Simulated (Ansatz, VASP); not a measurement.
## Cross-check of Be2Al between VASP and Ansatz

Wanted: the spread between two codes on one cell, functional and k mesh. The cell is generated by rule, not measured, and may not be a known phase. The cell is taken from a series of runs on this material, whose earlier steps may have relaxed, scaled, displaced or heated it; both programs get it as it stands.

Program: Ansatz 0.2.0. Level of theory: plane waves, with VASP 6.6.1 beside it; zone-centre phonons at PBEsol. Results are calculated unless marked as measured.

The structure was built from a prototype and need not be the compound's stable phase.

### Step 1. Set-up

It takes space group Pmmn (No. 59, orthorhombic). Conventional cell: a = 3.737 Å, b = 4.327 Å, c = 4.396 Å, α = 90.00°, β = 90.00°, γ = 90.00°. Nearest to Be lie 4 Be at 2.14 to 2.16 Å and 4 Al at 2.40 to 2.50 Å. Nearest to Al lie 8 Be at 2.40 to 2.50 Å. Farther neighbours are not listed.

### Step 2. Ansatz: zone-centre phonons, PBEsol

Ansatz runs on its default PAW (the set named soft_2) files.

Second derivatives magnify differences that forces hide, and they need a tight electronic threshold.

Input file input.yaml:

```yaml
crystal:
  lattice:
    - [3.7368612022, 0.0, 0.0]
    - [0.0, 4.3268178005, 0.0]
    - [0.0, 0.0, 4.396190594]
  atoms:
    - { symbol: Be, position: [0.5, 0.2500477098, 0.1196751964] }
    - { symbol: Be, position: [0.0, 0.7500477098, 0.8803248036] }
    - { symbol: Be, position: [0.5, 0.7499522902, 0.1196751964] }
    - { symbol: Be, position: [0.0, 0.2499522902, 0.8803248036] }
    - { symbol: Al, position: [0.0, 0.5, 0.392466146] }
    - { symbol: Al, position: [0.5, 0.0, 0.607533854] }
kpoints:
  mp_grid: { grid: [8, 8, 8] }
hamiltonian:
  xc: pbesol
scf:
  occupations: { method: methfessel_paxton, width: 0.15 }
output:
  eigenvalues: true
phonons:
  method: dfpt
```

On the command line:

```console
$ ansatz run input.yaml --threads 4 --pin off --max-ram 7168MiB --backend cpu --events-out ev --progress --plain --runs-dir out
```

Numbers of over 12 decimals in the logs are rounded to 6 here.

The program printed:

```text
zone centre: on kpoints.mp_grid the ground state, and the responses unless they are solved on pairs of k-points, stand on 170 of the mesh's 512 k-points, reduced under 2 symmetry operations, with k and −k counted as one. Each operation leaves every solved displacement unchanged or reverses it
Engine: ansatz 0.2.0, aarch64-unknown-linux-gnu
Pseudopotentials: kind: paw
Pseudopotential: Be, paw, valence charge 2, recommended cutoff 420 eV (normal), Be.paw.azcp
Pseudopotential: Al, paw, valence charge 3, recommended cutoff 420 eV (normal), Al.paw.azcp
Functional definition: PBEsol
  exchange = pbesol_x
  correlation = pbesol_c
Crystal: 6 atoms, lattice volume = 71.081 Å³
Basis set: ecut = 420 eV, 1393 PW (Γ), exchange–correlation on 60×60×60 points (8 copies of the dense FFT grid, shifted against one another)
Bands: 13, of which v1, the nominal top of the filled ones, is band 7 counted from 1 (6 counted from 0)
Symmetry: 8 space group operations
k-points: 170 of 512 (irreducible under 2 space group operations, time reversal used)
Non-local potential: Be, projectors of the file, l = 0: 2, l = 1: 2, l = 2: 1
Non-local potential: Al, projectors of the file, l = 0: 2, l = 1: 2, l = 2: 1
PAW form: soft (Blöchl's): semilocal exchange-correlation on the pseudo side does not see the compensation charge
PAW frozen core: Be, regenerated for the run's functional, and the local potential with it (the file was generated under x = pbe(κ = 0.804, μ = 0.219515), c = pbe(β = 0.066725))
PAW frozen core: Al, regenerated for the run's functional, and the local potential with it (the file was generated under x = pbe(κ = 0.804, μ = 0.219515), c = pbe(β = 0.066725))
PAW one-centre angular grid: Be, 110 points (default); XC on 64 Gauss nodes
PAW one-centre angular grid: Al, 110 points (default); XC on 64 Gauss nodes
Initial density: superposition of atomic densities (neutral atoms: chi_scale 0, normalization atom), corrected by the library's trained network
Initial wavefunctions: pseudopotential atomic-orbital guess
Functional: x = pbesol(κ = 0.804, μ = 0.123457), c = pbesol(β = 0.046)
SCF iter   1: F=—  HF=-1408.516522 eV  |F-HF|=—  |Δ(HF+E_count)|=         —  Δρ=3.96e-3  dr2=3.02e-2  ethr=1.77e-3  ⟨swp⟩=5.9  Hψ=15799  notcnv=0  defer=10
preconditioner: auto → Kerker (q_TF=auto, 2.081 Å⁻¹)  [metal: Δε(μ)=0.006 eV  Ē_g=7.443 eV  σ=0.150 eV  W_gap=0.03  n_scr=10 (ndim 8)  ℏωp=16.5 eV  f_vac=0.000  D(μ)=1.26/eV (n_scr^D=6)]
SCF iter   2: F=—  HF=-1408.510032 eV  |F-HF|=—  |Δ(HF+E_count)|=   6.49e-3  S|Δr|=    0.00e0  Δρ=2.24e-3  dr2=9.12e-3  ethr=2.16e-4  ⟨swp⟩=1.0  Hψ=3570  notcnv=0  defer=9
SCF iter   3: F=—  HF=-1408.507289 eV  |F-HF|=—  |Δ(HF+E_count)|=   2.74e-3  S|Δr|=    0.00e0  Δρ=2.71e-4  dr2=6.19e-5  ethr=6.52e-5  ⟨swp⟩=2.5  Hψ=3032  notcnv=0  defer=9
SCF iter   4: F=—  HF=-1408.507281 eV  |F-HF|=—  |Δ(HF+E_count)|=   8.57e-6  S|Δr|=    0.00e0  Δρ=5.36e-5  dr2=2.65e-6  ethr=4.42e-7  ⟨swp⟩=2.2  Hψ=3209  notcnv=0  defer=9
SCF iter   5: F=—  HF=-1408.507281 eV  |F-HF|=—  |Δ(HF+E_count)|=   4.93e-7  S|Δr|=    0.00e0  Δρ=8.86e-6  dr2=7.10e-8  ethr=1.89e-8  ⟨swp⟩=1.8  Hψ=2832  notcnv=0  defer=9
SCF iter   6: F=—  HF=-1408.507281 eV  |F-HF|=—  |Δ(HF+E_count)|=   2.50e-7  S|Δr|=    0.00e0  Δρ=1.64e-6  dr2=2.28e-9  ethr=5.07e-10  ⟨swp⟩=2.0  Hψ=3013  notcnv=0  defer=9
SCF iter   7: F=—  HF=-1408.507281 eV  |F-HF|=—  |Δ(HF+E_count)|=  5.82e-10  S|Δr|=    0.00e0  Δρ=1.77e-7  dr2=3.02e-11  ethr=1.63e-11  ⟨swp⟩=2.0  Hψ=2876  notcnv=0  defer=9
SCF iter   8: F=-1408.507281 eV  HF=-1408.507281 eV  |F-HF|=2.27e-13  |Δ(HF+E_count)|=  7.05e-12  S|Δr|=    0.00e0  Δρ=2.52e-8  dr2=5.37e-13  ethr=1.00e-12  ⟨swp⟩=8.9  Hψ=12386  notcnv=0
SCF 1 converged in 8 iterations: F = -1408.507281 eV  dr2 = 5.37e-13
  greatest PAW one-centre occupation: 0.430 electrons in one spin orbital (limit 2), on the Al atom at site 5 (counted from 0), in its partial waves of l = 0
DFPT response loops at Γ: preconditioner auto → Kerker (q_TF=auto, 2.081 Å⁻¹) (partly filled bands, converged f_vac=0.000); β = 1.00, the filter's whole step (`scf.mixing.beta` (0.50) is not read by the response loops under this deck's `scf.mixing.preconditioner`; to damp them name `kerker` or `kerker_dos`, under which they read `scf.mixing.beta`, and type it under 1.00, their step now; both keys bind the ground state too); Broyden in place of MSR1
SCF converged after 8 iterations
Stability not checked: this state was not tested for a lower state beside it, because cold or Methfessel-Paxton smearing, or corrected tetrahedra, fill the levels in a way that the test cannot read (fill_not_monotonic; see scf.lower_state_search)
Free energy (F): -1408.507281 eV
Harris-Foulkes:  -1408.507281 eV  (|F-HF|=2.27e-13)
Internal energy: -1408.509847 eV  (E = F + TS)
E sigma→0 (E₀):  -1408.507922 eV
Entropy (-TS):   0.002566 eV (0.428 meV/atom)
Fermi energy:    6.665417 eV
--- Per-component energies (eV) ---
  E_band       = 34.275601
  E_kinetic    = 125.614953
  E_local      = 12.176915  (includes V_loc(G=0)·N_el)
  E_nonlocal   = 39.652098
  E_hartree    = 4.340012
  E_xc         = -155.210558
  E_vxc        = -138.836343  (∫ρ·V_xc dr)
  E_paw        = -1138.735908  (= ΣΔE_a)
  E_vpaw       = -13.012042  (= ΣTr[D̂ρ^β])
  E_aug_tail   = -0.000006  (compensation charges beyond the density's cutoff)
  E_ewald      = -296.423756
  E_core_change = 0.076403  (= ΣΔE_core)
  E_smearing   = 0.002566  (= −TS)
  E_closure    = -0.000000  (closes the sum)
  Σ components = -1408.507281   (vs F -1408.507281, Δ=0.00e0)
--- Band table (eV; the first three rows and the last of 170) ---
  k-point 0: bands = [... 3 lower, 3.2395, 3.9338, 3.9835, 7.6993, 8.1086, 9.3663, 9.5779, 9.6491, ... 2 higher]
  k-point 1: bands = [... 3 lower, 4.0230, 4.0529, 4.5306, 7.6666, 7.8033, 8.2659, 9.7292, 9.8236, ... 2 higher]
  k-point 2: bands = [... 3 lower, 4.2528, 4.2748, 5.8503, 6.9253, 7.2448, 8.1529, 8.5666, 9.9486, ... 2 higher]
  k-point 169: bands = [... 3 lower, 1.9747, 2.1612, 2.1612, 2.7299, 2.7299, 13.2314, 13.2314, 13.6873, ... 2 higher]
--- Phonons (Γ-DFPT): 6 representative perturbations + reference, on 170 of 512 k-points (Σ response iterations 18) ---
  k mesh reduced under 2 symmetry operations, with k and −k counted as one. Each operation leaves every solved displacement unchanged or reverses it
  ASR residual: 1.204e-4 → 0.000e0 eV/Å²; symmetrization residual: 1.046e-7 eV/Å²
  ASR residual per site (eV/Å²): 3.82e-5 3.82e-5 3.82e-5 3.82e-5 1.20e-4 1.20e-4
  Γ frequencies (cm⁻¹): -277.85 0.00 0.00 0.00 197.90 201.66 242.34 289.43 299.93 324.94 339.58 483.26 516.43 532.41 617.60 641.17 642.52 648.95
  non-analytic LO–TO correction: not included (Born effective charges unavailable; polar crystals: no LO–TO splitting at Γ)
```

In the SCF lines HF is the Harris–Foulkes energy and dr2 the Hartree energy of the density residual, in eV; the loop may stop once dr2 is under the threshold and the program's other checks hold. Hψ counts applications of the Hamiltonian.

(Continued in part 2 of 3.)

[Lines on the potential files, build, host, timing and source positions are cut from VASP's logs without a mark.]

[Logs are printed without paths, hosts, clocks, repeated set-up lines and the standing remarks that a program may print on its own settings, such as how far it seeks lower states.]

[Hosts, paths, dates, database ids (printed as entryN), source tags and the programs' standing remarks are cut or masked in the printed files.]
